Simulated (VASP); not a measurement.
An input for Quantum ESPRESSO's pw.x (written as the equivalent of a VASP run, and not itself run):

```
&CONTROL
  calculation = 'scf'
  pseudo_dir = './pseudo'
  outdir = './out'
  tprnfor = .true.
  tstress = .true.
/
&SYSTEM
  ibrav = 0
  nat = 2
  ntyp = 2
  ecutwfc = 84
  occupations = 'tetrahedra'
  input_dft = 'pbesol'
/
&ELECTRONS
  conv_thr = 7.3e-09
  electron_maxstep = 100
/
ATOMIC_SPECIES
  B 10.810 B.upf
  N 14.007 N.upf
CELL_PARAMETERS angstrom
    -0.0000000    1.7422423    1.7422423
     1.7422423   -0.0000000    1.7422423
     1.7422423    1.7422423    0.0000000
ATOMIC_POSITIONS crystal
  B    0.0000000  0.0000000  0.0000000
  N    0.5000000  0.5000000  0.5000000
K_POINTS automatic
  14 14 14 0 0 0
```

Problem. Write the VASP files for the same calculation (PBEsol).

Solution. This is not unique; one that fits is 
POSCAR:
```
BN
1
   -0.0000000000     1.7422423128     1.7422423128
    1.7422423128    -0.0000000000     1.7422423128
    1.7422423128     1.7422423128     0.0000000000
B N
1 1
Direct
  0.0000000000   0.0000000000   0.0000000000
  0.5000000000   0.5000000000   0.5000000000
```

**KPOINTS**
```
Regular mesh
0
G
14 14 14
```

**INCAR**
```
! general
SYSTEM  =  BN
PREC    =  Accurate
ENCUT   =  520   ! plane-wave cut-off (eV)
LREAL   =  .False.   ! projection in real space or not
LASPH   =  .True.

! electronic loop
EDIFF   =  1E-7
NELM    =  100   ! most electronic steps
ALGO    =  Normal

! smearing
ISMEAR  =  -5   ! tetrahedra, Bloechl

! functional
GGA     =  PS   ! PBEsol

! ions
ISIF    =  2

! output
LWAVE   =  .False.
LCHARG  =  .True.
LORBIT  =  11   ! lm-projected
NEDOS   =  601
```

POTCAR, in this order: B N (PBE.64 set). Program: vasp_std.

The two are equivalent in intent, not identical: the potentials are each code's own (VASP's PAW set, PseudoDojo norm-conserving files in pw.x), so ENCUT and ecutwfc are chosen apart and not converted; conv_thr bounds pw.x's estimated SCF error, while EDIFF bounds the energy change between steps.

The structure was generated: BN was put into the rock salt type (Fm-3m), which need not be its known phase. It was relaxed first, which changed the volume by +13 %.
